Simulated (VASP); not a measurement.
Consider the following.

```
CdF2
1.0
    0.00000     2.73849     2.73849
    2.73849     0.00000     2.73849
    2.73849     2.73849     0.00000
Cd F
1 2
Cartesian
  0.00000   0.00000   0.00000
  1.36924   1.36924   1.36924
  4.10773   4.10773   4.10773
```

All values below come from PW91 GGA, VASP's PBE PAW potentials (set 64) (plane waves; VASP). Settings: 520 eV cut-off, 7×7×7 Γ-centred mesh, Gaussian smearing of 0.050 eV, potentials Cd F.

Question: Predict the energy per atom (σ→0).

Answer: 
| Property | Result |
|---|---|
| energy per atom (σ→0) | -3.681 eV/atom |

Only differences to runs with the same potentials and settings are physical.

The compound is CdF2 in the fluorite structure. It was relaxed first.
